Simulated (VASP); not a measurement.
Wanted: the native input for a VASP 6.6.1 run.

```
Task                   : single point
Functional             : PBE
Potentials or basis    : VASP PAW PBE potentials, release 64 (Cl, Te, In_d)
Cutoff                 : 520 eV
k mesh                 : 4 × 4 × 4
Occupations            : gaussian, width 0.05 eV
Spin                   : no spin polarisation
Dipole correction      : no
Further INCAR settings : ALGO = Fast; EDIFF = 1e-06; NBANDS = 34
```

The structure of In3TeCl lies in POSCAR:

```
In3TeCl
1.0
    6.0445400669      0.0000000000      0.0000000000
    0.0000000000      6.0445400669      0.0000000000
    0.0000000000      0.0000000000      6.0445400669
Cl Te In
1 1 3
Direct
    0.0000000000      0.0000000000      0.0000000000
    0.5000000000      0.5000000000      0.5000000000
    0.5000000000      0.5000000000      0.0000000000
    0.5000000000      0.0000000000      0.5000000000
    0.0000000000      0.5000000000      0.5000000000
```

The cell comes from a database or a generator and needn't be the stable form of this composition.

These files were run (other wordings do the same):

INCAR

```
SYSTEM = In3TeCl
PREC = Accurate ; ENCUT = 520
EDIFF = 1E-6 ; ISMEAR = 0
SIGMA = 0.05 ; LREAL = .False.
LASPH = .True. ; NELM = 100
ALGO = Fast ; ISIF = 2
LWAVE = .False. ; LCHARG = .False.
GGA = PE ; NBANDS = 34
```

KPOINTS

```
Automatic mesh
0
Gamma
  4 4 4
  0 0 0
```

Potentials or basis: VASP PAW PBE potentials, release 64 (Cl, Te, In_d).

Command:

```sh
$ cat potpaw_PBE.64/Cl/POTCAR potpaw_PBE.64/Te/POTCAR potpaw_PBE.64/In_d/POTCAR > POTCAR
$ mpirun -np 1 vasp_std > vasp.out
```

It gave:

The pressure is 0.7 GPa and the band gap on the k mesh is none (metal or under the smearing width).

Wall time 57 s on 1 thread of Intel(R) Xeon(R) Platinum 8488C (Sapphire Rapids), on a shared host, peak memory 0.36 GiB.
